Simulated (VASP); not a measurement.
Data:

```
CELL_PARAMETERS angstrom
      1.47772    -2.55949     0.00000
      1.47772     2.55949     0.00000
      0.00000     0.00000     5.46958
ATOMIC_POSITIONS crystal
  Cd 0.33333 0.66667 0.25000
  Cd 0.66667 0.33333 0.75000
```

All values below come from PBEsol GGA with spin-orbit coupling, VASP's PBE PAW potentials (set 64) (plane waves; VASP). Run with 400 eV cut-off, 13×13×6 Γ-centred mesh, Gaussian smearing of 0.050 eV, potentials Cd.

Problem. Give the energies of bands 21 to 31 at the high-symmetry points, in eV from the Fermi level.

Solution. 
```json
[
 {"band": "21", "Γ": "-8.24", "M": "-2.55", "K": "-0.11", "A": "-7.59", "L": "-1.72", "H": "0.85"},
 {"band": "22", "Γ": "-8.24", "M": "-2.55", "K": "-0.11", "A": "-7.59", "L": "-1.72", "H": "0.85"},
 {"band": "23", "Γ": "-3.21", "M": "-1.96", "K": "-0.03", "A": "-7.59", "L": "-1.72", "H": "1.01"},
 {"band": "24", "Γ": "-3.21", "M": "-1.96", "K": "-0.03", "A": "-7.59", "L": "-1.72", "H": "1.01"},
 {"band": "25", "Γ": "-2.79", "M": "2.11", "K": "0.27", "A": "4.13", "L": "0.11", "H": "1.58"},
 {"band": "26", "Γ": "-2.79", "M": "2.11", "K": "0.27", "A": "4.13", "L": "0.11", "H": "1.58"},
 {"band": "27", "Γ": "11.28", "M": "3.07", "K": "4.50", "A": "4.13", "L": "0.11", "H": "1.60"},
 {"band": "28", "Γ": "11.28", "M": "3.07", "K": "4.50", "A": "4.13", "L": "0.11", "H": "1.60"},
 {"band": "29", "Γ": "14.46", "M": "3.47", "K": "5.02", "A": "14.80", "L": "8.46", "H": "1.74"},
 {"band": "30", "Γ": "14.46", "M": "3.47", "K": "5.02", "A": "14.80", "L": "8.46", "H": "1.74"},
 {"band": "31", "Γ": "14.73", "M": "5.40", "K": "5.26", "A": "14.80", "L": "8.46", "H": "1.92"}
]
```

It has no gap at this level: it comes out as a metal or semimetal.

The compound is Cd in the hcp structure. It was relaxed first.
